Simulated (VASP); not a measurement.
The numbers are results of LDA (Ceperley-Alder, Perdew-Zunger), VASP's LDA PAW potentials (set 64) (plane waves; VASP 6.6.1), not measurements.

The input files of a VASP run:

### INCAR
```
ALGO = Normal
EDIFF = 1E-7
ENCUT = 400
ISIF = 2
ISMEAR = -5
LASPH = .TRUE.
LCHARG = .TRUE.
LMAXMIX = 4
LORBIT = 11
LREAL = .FALSE.
LWAVE = .FALSE.
NEDOS = 601
NELM = 100
PREC = Accurate
SYSTEM = PbSe
```

File KPOINTS:
```
Automatic mesh
0
Gamma
9 9 9
0 0 0
```

File POSCAR:
```
PbSe
1
    0.0000000000     3.0216902957     3.0216902957
    3.0216902957     0.0000000000     3.0216902957
    3.0216902957     3.0216902957     0.0000000000
Pb Se
1 1
Direct
  0.0000000000   0.0000000000   0.0000000000
  0.5000000000   0.5000000000   0.5000000000
```

POTCAR, in this order: Pb_d Se (LDA.64 set). Program: vasp_std.

The resulting files:

### OUTCAR
```
 ion  position               nearest neighbor table
   1  0.000  0.000  0.000-   2 3.02   2 3.02   2 3.02   2 3.02   2 3.02   2 3.02
   2  0.500  0.500  0.500-   1 3.02   1 3.02   1 3.02   1 3.02   1 3.02   1 3.02
  LATTYP: Found a face centered cubic cell.
 ALAT       =     6.0433805914
 Subroutine PRICEL returns:
 Original cell was already a primitive cell.
 Subroutine GETGRP returns: Found 48 space group operations
The static configuration has the point symmetry O_h .
The dynamic configuration has the point symmetry O_h .
 Subroutine INISYM returns: Found 48 space group operations
 Subroutine IBZKPT returns following result:
 Found     35 irreducible k-points:

 Following reciprocal coordinates:
            Coordinates               Weight
  0.000000  0.000000  0.000000      1.000000
  0.111111  0.000000  0.000000      8.000000
  0.222222  0.000000  0.000000      8.000000
  0.333333  0.000000  0.000000      8.000000
  0.444444  0.000000  0.000000      8.000000
  0.111111  0.111111  0.000000      6.000000
  0.222222  0.111111  0.000000     24.000000
  0.333333  0.111111  0.000000     24.000000
  0.444444  0.111111  0.000000     24.000000
 -0.444444  0.111111  0.000000     24.000000
 -0.333333  0.111111  0.000000     24.000000
 -0.222222  0.111111  0.000000     24.000000
 -0.111111  0.111111  0.000000     12.000000
  0.222222  0.222222  0.000000      6.000000
  0.333333  0.222222  0.000000     24.000000
  0.444444  0.222222  0.000000     24.000000
 -0.444444  0.222222  0.000000     24.000000
 -0.333333  0.222222  0.000000     24.000000
 -0.222222  0.222222  0.000000     12.000000
  0.333333  0.333333  0.000000      6.000000
  0.444444  0.333333  0.000000     24.000000
 -0.444444  0.333333  0.000000     24.000000
 -0.333333  0.333333  0.000000     12.000000
  0.444444  0.444444  0.000000      6.000000
...
```

OSZICAR:
```
       N       E                     dE             d eps       ncg     rms          rms(c)
DAV:   1     0.143835681275E+03    0.14384E+03   -0.84234E+03   996   0.122E+03
DAV:   2     0.154348255995E+01   -0.14229E+03   -0.13979E+03  1010   0.322E+02
DAV:   3    -0.949288091790E+01   -0.11036E+02   -0.10995E+02  1322   0.964E+01
DAV:   4    -0.971582620846E+01   -0.22295E+00   -0.22289E+00  1054   0.168E+01
DAV:   5    -0.972354922966E+01   -0.77230E-02   -0.77229E-02  1310   0.301E+00    0.290E+00
DAV:   6    -0.946973774741E+01    0.25381E+00   -0.67162E-01  1456   0.692E+00    0.170E+00
DAV:   7    -0.946018398582E+01    0.95538E-02   -0.95880E-02  1092   0.179E+00    0.864E-01
DAV:   8    -0.945880069719E+01    0.13833E-02   -0.88584E-03  1154   0.120E+00    0.951E-02
DAV:   9    -0.945853299002E+01    0.26771E-03   -0.17956E-03  1436   0.460E-01    0.415E-02
DAV:  10    -0.945854138213E+01   -0.83921E-05   -0.10581E-04  1058   0.769E-02    0.141E-02
DAV:  11    -0.945853905197E+01    0.23302E-05   -0.17830E-05  1290   0.485E-02    0.544E-03
DAV:  12    -0.945853898326E+01    0.68720E-07   -0.16246E-06  1310   0.177E-02    0.810E-04
DAV:  13    -0.945853898408E+01   -0.82559E-09   -0.66297E-08   596   0.344E-03
   1 F= -.94585390E+01 E0= -.94585390E+01  d E =0.000000E+00
```

File OUTCAR:
```
------------------------ aborting loop because EDIFF is reached ----------------------------------------
  FORCE on cell =-STRESS in cart. coord.  units (eV):
  Direction    XX          YY          ZZ          XY          YZ          ZX
  --------------------------------------------------------------------------------------
  Total        0.0035180      0.0035180      0.0035180      0.0000000     -0.0000000     -0.0000000
  in kB        0.1021463      0.1021463      0.1021463      0.0000000     -0.0000000     -0.0000000
  external PRESSURE =       0.1021463 kB  Pullay stress =       0.0000000 kB
  volume of cell :       55.18
      direct lattice vectors                 reciprocal lattice vectors
     0.000000000  3.021690296  3.021690296    -0.165470300  0.165470300  0.165470300
     3.021690296  0.000000000  3.021690296     0.165470300 -0.165470300  0.165470300
     3.021690296  3.021690296  0.000000000     0.165470300  0.165470300 -0.165470300
  FREE ENERGIE OF THE ION-ELECTRON SYSTEM (eV)
  ---------------------------------------------------
  free  energy   TOTEN  =        -9.4585389841 eV

  energy  without entropy=       -9.4585389841  energy(sigma->0) =       -9.45853898

 total charge

# of ion       s       p       d       tot
------------------------------------------
    1        1.469   0.578   9.839  11.886
    2        1.475   2.328   0.020   3.824
--------------------------------------------------
tot          2.944   2.906   9.859  15.709
```
(Selected blocks of OUTCAR.)

The structure comes from a computed database's PbSe entry (Fm-3m); how it stands against other phases isn't given here. It was relaxed first, which changed the volume by -7 %.
